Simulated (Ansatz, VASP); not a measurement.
# SiO2 in two plane-wave programs, part 2 of 2

Wanted: the spread between two codes on one cell, functional and k mesh. The cell is taken from a series of runs on this material, whose earlier steps may have relaxed, scaled, displaced or heated it; both programs get it as it stands.

VASP 6.6.1 and Ansatz 0.2.0.

So far: The starting structure; VASP: G0W0 gap, PBE0 form with 20 % exact exchange with an exact-exchange share of 0.2.

### 3. Ansatz: G0W0 gap, PBE0 form with 20 % exact exchange with an exact-exchange share of 0.2

Level of this step: Ansatz beside VASP: G0W0 on Kohn-Sham DFT, plane waves, PBE0 form with 20 % exact exchange (Ansatz).

Ansatz runs on its PAW soft_1 files.

The same cell, functional and mesh now go to Ansatz, which takes its cutoff from its data sets.

Contents of input.yaml:

```yaml
crystal:
  lattice:
    - [4.91636, 0.0, 0.0]
    - [-2.45818, 4.2576926541, 0.0]
    - [0.0, 0.0, 5.4084]
  atoms:
    - { symbol: Si, position: [0.46973, 0.0, 0.6666666667] }
    - { symbol: Si, position: [0.0, 0.46973, 0.3333333333] }
    - { symbol: Si, position: [0.53027, 0.53027, 0.0] }
    - { symbol: O, position: [0.41354, 0.26758, 0.78558] }
    - { symbol: O, position: [0.73242, 0.14596, 0.4522466667] }
    - { symbol: O, position: [0.85404, 0.58646, 0.1189133333] }
    - { symbol: O, position: [0.26758, 0.41354, 0.21442] }
    - { symbol: O, position: [0.14596, 0.73242, 0.5477533333] }
    - { symbol: O, position: [0.58646, 0.85404, 0.8810866667] }
kpoints:
  mp_grid: { grid: [6, 6, 2] }
hamiltonian:
  xc: { exchange: pbe, correlation: pbe, exx: { coeff: 0.2 } }
  pseudopotentials: { kind: paw, azcp: { folder: soft_1 } }
scf:
  occupations: { method: fixed }
gw:
  n_empty_bands: 472
  ecut_chi: 150.0
  qp_bands: [v3, c3]
  qp_kpoints: band_edges
  screening: { model: contour_deformation }
```

Run with:

```
$ ansatz run input.yaml --threads 3 --pin off --max-ram 92160MiB --backend cuda --events-out ev --progress --plain --runs-dir out --devices 1 --max-vram 13GiB
```

Numbers of over 12 decimals in the logs are rounded to 6 here.

Output:

```text
GPUs: using 1 of 1 available (devices: 1).
Engine: ansatz 0.2.0, x86_64-unknown-linux-gnu
Pseudopotentials: kind: paw
Pseudopotential: Si, paw, valence charge 4, recommended cutoff 420 eV (normal), soft_1/Si.paw.azcp
Pseudopotential: O, paw, valence charge 6, recommended cutoff 420 eV (normal), soft_1/O.paw.azcp
Functional definition: unnamed
  parameter a_1 = 0.2
  exchange = (1 - a_1)*pbe_x + a_1*exact_x
  correlation = pbe_c
davidson cushion auto → on  (no smearing: the cushion is to keep the highest requested band from converging to the state above it; pin scf.eigensolver.cushion to override)
device memory: the entry about to start is reckoned to put 1.8 GiB on a device that reports 42.6 GiB free (of which the cap on the GPU budget leaves the run 13.0 GiB)
GPU FFT provider: cuFFT
GPU libraries: cuBLAS 13.8.2, cuFFT 12.4.0, cuSOLVER 12.3.4
Crystal: 9 atoms, lattice volume = 113.211 Å³
Basis set: ecut = 420 eV, 2209 PW (Γ)
Bands: 33, of which v1, the nominal top of the filled ones, is band 24 counted from 1 (23 counted from 0)
Symmetry: 6 space group operations
Space group: P3221 (ITA 154), of the structure as read, at distance tolerance 4.8e-5 Å
k-points: 14 of 72 (time reversal used)
Non-local potential: Si, projectors of the file, l = 0: 2, l = 1: 2, l = 2: 1
Non-local potential: O, projectors of the file, l = 0: 2, l = 1: 2, l = 2: 1
PAW form: soft (Blöchl's): semilocal exchange-correlation on the pseudo side does not see the compensation charge
PAW frozen core: Si, regenerated for the run's functional, and the local potential with it (the file was generated under x = pbe(κ = 0.804, μ = 0.219515), c = pbe(β = 0.066725))
PAW frozen core: O, regenerated for the run's functional, and the local potential with it (the file was generated under x = pbe(κ = 0.804, μ = 0.219515), c = pbe(β = 0.066725))
PAW one-centre angular grid: Si, 110 points (default); XC on 64 Gauss nodes
PAW one-centre angular grid: O, 110 points (default); XC on 64 Gauss nodes
Initial density: superposition of atomic densities (chi_scale 0.1, normalization cell, long waves kept (reshape's long-wave potential 0.01 eV rms))
Initial wavefunctions: pseudopotential atomic-orbital guess
GPU buffer pool allocated for 51840 grid points (all kernels)
GPU transforms: local potential and band sums: pruned to the plane-wave sphere, on 36×36×40
Functional: x = pbe(κ = 0.804, μ = 0.219515), c = pbe(β = 0.066725), warm-up for x = 0.8 pbe(κ = 0.804, μ = 0.219515) + 0.2 exact, c = pbe(β = 0.066725)
SCF iter   1: F=—  HF=-5327.217831 eV  |F-HF|=—  |Δ(HF+E_count)|=         —  Δρ=1.36e-1  dr2=1.85e1  ethr=1.00e-1  ⟨swp⟩=5.1  Hψ=1694  notcnv=0
preconditioner: auto → none  [insulator: Δε(μ)=7.397 eV  Ē_g=18.261 eV  n_scr=22 (ndim 8)  ℏωp=24.2 eV  f_vac=0.003]
SCF iter   2: F=—  HF=-5322.664384 eV  |F-HF|=—  |Δ(HF+E_count)|=    4.55e0  Δρ=6.81e-2  dr2=2.20e0  ethr=3.86e-2  ⟨swp⟩=3.4  Hψ=1346  notcnv=0  defer=1
SCF iter   3: F=—  HF=-5322.126941 eV  |F-HF|=—  |Δ(HF+E_count)|=   5.37e-1  Δρ=2.19e-2  dr2=2.26e-1  ethr=4.58e-3  ⟨swp⟩=3.2  Hψ=1209  notcnv=0  defer=1
iter 4 solved again at ethr=2.11e-5 eV; its pass at ethr=4.71e-4 eV (dr2=1.01e-2 eV) is discarded
SCF iter   4: F=—  HF=-5322.173123 eV  |F-HF|=—  |Δ(HF+E_count)|=   4.62e-2  Δρ=3.17e-3  dr2=1.08e-2  ethr=2.11e-5  ⟨swp⟩=4.0  Hψ=2447  notcnv=0  defer=2
SCF iter   5: F=-5322.168689 eV  HF=-5322.169657 eV  |F-HF|=9.68e-4  |Δ(HF+E_count)|=   3.47e-3  Δρ=1.18e-3  dr2=1.48e-3  ethr=2.11e-5  ⟨swp⟩=2.4  Hψ=1037  notcnv=0
SCF 1 stopped early in 5 iterations: F = -5322.168689 eV  dr2 = 1.48e-3
  greatest PAW one-centre occupation: 0.861 electrons in one spin orbital (limit 2), on the O atom at site 8 (counted from 0), in its partial waves of l = 0
device memory: the entry about to start is reckoned to put 2.2 GiB on a device that reports 48.1 GiB free (of which the cap on the GPU budget leaves the run 13.0 GiB)
GPU FFT provider: cuFFT
GPU libraries: cuBLAS 13.8.2, cuFFT 12.4.0, cuSOLVER 12.3.4
Initial density: handed on by an earlier stage of this run
Initial wavefunctions: those handed on with the density
GPU buffer pool allocated for 51840 grid points (all kernels)
GPU transforms: local potential and band sums: pruned to the plane-wave sphere, on 36×36×40
Functional: x = 0.8 pbe(κ = 0.804, μ = 0.219515) + 0.2 exact, c = pbe(β = 0.066725)
Exchange kernel: α = 0.2000, full range, Wigner–Seitz truncation, v(0) = 12799.9232 eV·Å³, q-mesh 6×6×2, nearest image of the exchange supercell L = 10.82 Å, pair-density grid 24×24×27, without the augmentation charges, whose exchange is taken in its separable form by FFT convolution over the k-point mesh (sized by the pseudopotential files, 30×30×40 at the most), smooth part of the exact exchange by density-matrix convolution in up to 2.64 GiB of GPU memory as planned if the GPU has room (build and FFT work areas not counted)
Frozen-core exchange: fock
[...]
k-point 1: bands = [... 20 lower, -0.1360, 0.8818, 0.8818, 1.0116, 11.2023, 11.2023, 12.2870, 13.1181, ... 2 higher]
  k-point 2: bands = [... 20 lower, 0.0590, 0.2876, 0.8376, 0.8764, 9.6161, 12.6059, 12.6721, 13.1466, ... 2 higher]
  k-point 13: bands = [... 20 lower, 0.1398, 0.3187, 0.4989, 0.4989, 12.4972, 13.0824, 13.0824, 13.4579, ... 2 higher]
  guard bands above this table: 3 of the run's 33 bands. The solve was not asked for them (output.publish_guard_bands: true or output.eigenvalues: true publishes all)
--- G₀W₀: contour deformation, 5 samples at zero and on the imaginary axis and 1 off it, 72 q-points, 472 empty bands' worth ---
  eigenvalues of the whole cell's RPA ε∞ on this k-mesh (on a slab, of 1 + 4πα/V) = 2.1025, 2.1025, 2.1242; static W/v taken at q = 0 is 0.470791
  bands read: the sum over 496 bands ends inside a degenerate multiplet in 1 slot, whose members it reads at an even weight; the widest, k=1: bands 496 to 497 (counted from 1) at 1/2 each
  gw.qp_kpoints: band_edges: 14 of 14 stored k-points solved, in 1 pass; an edge of the gap read off the rows below is read off those points alone
    ik  band        ε_KS         Σx   Σc(E_QP)       V_xc       Z   E_QP_lin       E_QP  E_QP is
     0    22      0.3874   -26.4392     3.6420   -21.7758  0.8342    -0.6398    -0.6339  root
     0    23      0.7848   -26.3623     3.5873   -21.7813  0.8353    -0.2144    -0.2089  root
     0    24      0.7848   -26.3623     3.5873   -21.7813  0.8353    -0.2144    -0.2089  root
     0    25      9.1800    -7.3130    -3.1702   -11.2161  0.8883     9.9148     9.9130  root
     0    26     12.6142    -6.2164    -3.5609   -10.6998  0.8823    13.5401    13.5367  root
     0    27     12.6142    -6.2164    -3.5609   -10.6998  0.8823    13.5401    13.5367  root
     1    22      0.8818   -26.7911     3.6284   -22.1955  0.8348    -0.0906    -0.0854  root
     1    23      0.8818   -26.7911     3.6284   -22.1955  0.8348    -0.0906    -0.0854  root
     1    24      1.0116   -26.7699     3.6140   -22.1957  0.8349     0.0464     0.0514  root
     1    25     11.2023    -8.0498    -3.2515   -12.1946  0.8804    12.0986    12.0956  root
     1    26     11.2023    -8.0498    -3.2515   -12.1946  0.8804    12.0986    12.0956  root
     1    27     12.2870    -4.2310    -3.5010    -8.4134  0.8912    12.9701    12.9683  root
     2    22      0.2876   -26.3013     3.6370   -21.6274  0.8344    -0.7554    -0.7492  root
     2    23      0.8376   -26.5365     3.6060   -21.9473  0.8350    -0.1510    -0.1457  root
     2    24      0.8764   -26.5295     3.5969   -21.9531  0.8352    -0.1083    -0.1030  root
     2    25      9.6161    -7.5552    -3.1767   -11.5030  0.8863    10.3893    10.3872  root
     2    26     12.6059    -6.4980    -3.5998   -11.0574  0.8817    13.5693    13.5656  root
     2    27     12.6721    -6.3849    -3.6218   -10.9634  0.8817    13.6325    13.6288  root
     3    22      0.7582   -26.6638     3.6335   -22.0451  0.8344    -0.2323    -0.2269  root
     3    23      0.7935   -26.6602     3.6238   -22.0558  0.8348    -0.1924    -0.1871  root
     3    24      0.9757   -26.7562     3.6090   -22.1863  0.8350     0.0097     0.0147  root
     3    25     11.4103    -8.1586    -3.3184   -12.4089  0.8794    12.3455    12.3421  root
     3    26     11.4549    -7.9165    -3.2841   -12.0991  0.8802    12.3566    12.3535  root
     3    27     12.4713    -4.6086    -3.5266    -8.8671  0.8894    13.2053    13.2032  root
[...]
12    26     12.2360    -7.8088    -3.4413   -12.2270  0.8775    13.2168    13.2129  root
    12    27     12.7378    -8.0804    -3.3984   -12.5003  0.8752    13.7637    13.7593  root
    13    22      0.3187   -26.3145     3.6106   -21.6771  0.8347    -0.7140    -0.7080  root
    13    23      0.4989   -26.2278     3.6124   -21.5915  0.8345    -0.5309    -0.5250  root
    13    24      0.4989   -26.2278     3.6124   -21.5915  0.8345    -0.5309    -0.5250  root
    13    25     12.4972   -10.4730    -3.9769   -15.8615  0.8684    13.9175    13.9087  root
    13    26     13.0824    -6.2513    -3.4163   -10.5237  0.8821    13.9416    13.9386  root
    13    27     13.0824    -6.2513    -3.4163   -10.5237  0.8821    13.9416    13.9386  root
```

### 4. Comparison

Known differences besides the potentials themselves: exact exchange at q = 0 is treated differently, which shows on coarse meshes; VASP keeps PBE cores, Ansatz makes them for the functional; fixed occupations in Ansatz, narrow Gaussian smearing in VASP; the cutoff is 420 eV in Ansatz and 440 eV in VASP; Ansatz integrates over frequency by contour deformation, VASP on a grid of NOMEGA points; Ansatz's G0W0 levels solve the quasiparticle equation, VASP's are linearised. Total energies have different zeros and are not compared.

Both answers:

```csv
quantity,Ansatz,VASP,difference
G0W0 gap on the mesh (eV),9.75,9.71,+0.04
Kohn-Sham gap under it (eV),8.07,8.07,-0.01
```

### 5. Outcome

| Property | Result |
| --- | --- |
| difference in G0W0 gap on the mesh (G0W0 gap, PBE0 form with 20 % exact exchange with an exact-exchange share of 0.2) | 0.039 eV |

The difference in G0W0 gap on the mesh is 0.039 eV (G0W0 gap, PBE0 form with 20 % exact exchange with an exact-exchange share of 0.2). Such differences can come from data sets, numerical settings and the points named under the comparisons, not from the functional's error against experiment.

[Lines on the potential files, build, host, timing and source positions are cut from VASP's logs without a mark.]

[Logs are printed without paths, hosts, clocks, repeated set-up lines and the standing remarks that a program may print on its own settings, such as how far it seeks lower states.]

[Hosts, paths, dates, database ids (printed as entryN), source tags and the programs' standing remarks are cut or masked in the printed files.]
